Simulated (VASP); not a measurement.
Here is the system:

```xyz
6
Lattice="4.4267 0.0000 0.0000 0.0000 4.4267 0.0000 0.0000 0.0000 2.9219" Properties=species:S:1:pos:R:3 pbc="T T T"
Cr     0.0000     0.0000     0.0000
Cr     2.2133     2.2133     1.4609
O      1.3411     1.3411     0.0000
O      3.5544     0.8723     1.4609
O      0.8723     3.5544     1.4609
O      3.0856     3.0856     0.0000
```
Starting moments (μB, in the order of the record's atoms Cr Cr O O O O): 2.1 2.1 -0.1 -0.1 -0.1 -0.1.

Computed with optB88-vdW, VASP's PBE PAW potentials (set 64) (plane waves; VASP). Settings: 520 eV cut-off, 6×6×9 Γ-centred mesh, first-order Methfessel-Paxton smearing of 0.10 eV, potentials Cr_pv O.

### Question
Estimate the cell moment, energy per atom (σ→0), band gap (on the k-mesh) with the smallest direct gap where there is one.

### Answer

```json
{
 "band gap (on the k-mesh)": "none (metal, semimetal or under 0.01 eV)",
 "cell_moment": "4.00 μB",
 "energy per atom (σ→0)": "-6.391 eV/atom"
}
```

### Question
Give the moment on each site (PAW-sphere projection).

### Answer

```tsv
site	moment (μB)
Cr1	2.07
Cr2	2.07
O3	-0.06
O4	-0.06
O5	-0.06
O6	-0.06
```

The absolute energy has meaning only against runs of the same code, potentials and settings.

The compound is CrO2 in the rutile structure. It was relaxed first. The start is the result of an earlier pass.
